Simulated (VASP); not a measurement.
# Berry-phase polarisation of ZnO

Wanted: polarisation and energy of ZnO along a straight path from a centred structure to the polar one.

Program: VASP 6.6.1. Level of theory: r2SCAN; plane waves and PAW (Zn, O), in the first sound run; inputs show where later runs differ. Results are calculated unless marked as measured.

Most raw output is cut from this account.

### 1. The starting structure

It takes space group P6_3mc (No. 186, hexagonal). The conventional cell has a = 3.250 Å, b = 3.250 Å, c = 5.207 Å, α = 90.00°, β = 90.00°, γ = 120.00°. Nearest to Zn lie 4 O at 1.97 to 1.99 Å. O has 4 Zn at 1.97 to 1.99 Å nearest. Farther neighbours and most contacts between anions are not listed.

### 2. Relax the crystal, r2SCAN

The polar end is relaxed first.

Level: r2SCAN; plane waves and PAW (Zn, O).

File INCAR:

```
SYSTEM = ZnO
PREC = Accurate
ENCUT = 520
EDIFF = 1E-07
NELM = 120
ISMEAR = 0
SIGMA = 0.02
LREAL = .FALSE.
ALGO = Normal
METAGGA = R2SCAN
LASPH = .TRUE.
NBANDS = 24
LORBIT = 11
LWAVE = .FALSE.
LCHARG = .FALSE.
KPAR = 8
IBRION = 2
NSW = 80
ISIF = 3
EDIFFG = -0.005
POTIM = 0.4
```

File POSCAR:

```
ZnO
1.0
    3.2500000000      0.0000000000      0.0000000000
   -1.6250000000      2.8145825620      0.0000000000
    0.0000000000      0.0000000000      5.2070000000
Zn O
2 2
Direct
    0.3333333333      0.6666666667      0.0000000000
    0.6666666667      0.3333333333      0.5000000000
    0.3333333333      0.6666666667      0.3820000000
    0.6666666667      0.3333333333      0.8820000000
```

File KPOINTS:

```
Automatic mesh
0
Gamma
9 9 5
0 0 0
```

Potentials, in the order of the species: Zn and O (PBE family, release 64).

On the command line:

```
mpirun -np 8 vasp_std
```

The job ended after 2.2 min (8 MPI ranks of Intel Xeon Platinum 8559C (Emerald Rapids), shared host; peak memory 1.7 GiB).

Read from the output:

```
energy(sigma→0) of the program : -36.3177 eV
stress, compression positive   : xx, yy, zz -0.01, -0.01, -0.02 GPa
volume                         : 47.551 Å³
ionic steps                    : 9
```

### 3. Berry phase, r2SCAN

The centred structure lies half way between the polar one and its mirror or inverted image (space group 194 within 0.02 Å; largest move 0.32 Å). One point of the path in full, at 0.1 of the distortion.

Level: r2SCAN; plane waves and PAW (Zn, O).

File INCAR:

```
SYSTEM = ZnO
PREC = Accurate
ENCUT = 520
EDIFF = 1E-07
NELM = 100
ISMEAR = 0
SIGMA = 0.02
LREAL = .FALSE.
ALGO = Normal
METAGGA = R2SCAN
LASPH = .TRUE.
NBANDS = 24
LWAVE = .FALSE.
LCHARG = .FALSE.
LCALCPOL = .TRUE.
DIPOL = 0.123 0.137 0.119
ISIF = 2
```

File POSCAR:

```
ZnO
1.0
    3.2432236734      0.0000000000      0.0000000000
   -1.6216118367      2.8087140910      0.0000000000
    0.0000000000      0.0000000000      5.2200108272
Zn O
2 2
Direct
    0.3333333330      0.6666666670      0.9460882260
    0.6666666670      0.3333333330      0.4460882260
    0.3333333330      0.6666666670      0.4341117740
    0.6666666670      0.3333333330      0.9341117740
```

File KPOINTS:

```
Automatic mesh
0
Gamma
11 11 8
0 0 0
```

On the command line:

```
mpirun -np 2 vasp_std
```

Run time: 3.3 min. Hardware: 2 MPI ranks; peak memory 0.49 GiB; 6.5 min of CPU time.

This run gave:

| Quantity | Value |
| --- | --- |
| energy(sigma→0) of the program | -35.7731 eV |
| stress, compression positive | xx, yy, zz 13.51, 13.51, -4.60 GPa |

The run ends at a pressure of 7.47 GPa, with forces up to 0.16 eV/Å.

### 4. All members

The other members went through these steps as far as the tables show, at the cell of the polar end; 10 runs are not shown. The session took 1.3 core hours (wall time by ranks) on a shared machine.

The Berry phase fixes the polarisation only up to a quantum, here 176 µC/cm², so branches are joined from point to point; the sign is set positive along the polar axis, and energies count from the end point of the series.

```
fraction of the polar distortion  polarisation, branches joined (µC/cm²)  energy above the polar end (meV/f.u.)  gap on the mesh (eV)
                               0                                    0.00                                 277.32                  1.31
                            0.10                                    7.94                                 272.34                  1.31
                            0.20                                   15.93                                 257.38                  1.30
                            0.30                                   23.98                                 233.53                  1.29
                            0.40                                   32.13                                 201.50                  1.28
                            0.50                                   40.41                                      ?                  1.27
                            0.60                                   48.81                                 122.07                  1.26
                            0.70                                   57.39                                  79.61                  1.24
                            0.80                                   66.10                                  41.92                  1.23
                            0.90                                   74.95                                  12.02                  1.22
                               1                                   83.90                                   0.00                  1.23
```

### 5. A double well from the known rows

Fitting a parabola to the 10 known rows (u: square of the distortion) gives E = 246.1 u² − 525.6 u + 278.2 in meV/f.u.; the residuals are 1.0 meV/f.u. r.m.s.

For the withheld row, u = 0.25, the fit gives 162.16 meV/f.u.

### 6. Prediction against calculation

The calculation gives 163.42 meV/f.u., so the prediction is 1.26 meV/f.u. too low, within twice the residual of the fit.

### 7. Results

```yaml
polarisation_at_the_last_point: 83.9 µC/cm²
energy_of_the_centred_structure: 277 meV/f.u.
highest_point_of_the_path: 277 meV/f.u.
error_of_the_predicted_energy: -1.26 meV/f.u.
```

**Reading.** The largest step between points is 9.0 µC/cm², well under half the quantum, so the joining is safe. The polarisation departs from a straight line by up to 1.5 µC/cm². The smallest gap on the mesh along the path is 1.22 eV. The value belongs to this centred reference; where a crystal has several, another path can give another value. A straight path at a fixed cell bounds the barrier of uniform switching from above; where films switch at all, they do so at domain walls.

[Lines on the potential files, build, host, timing and source positions are cut from VASP's logs without a mark.]

[Logs are printed without paths, hosts, clocks, repeated set-up lines and the standing remarks that a program may print on its own settings, such as how far it seeks lower states.]

[Hosts, paths, dates, database ids (printed as entryN), source tags and the programs' standing remarks are cut or masked in the printed files.]
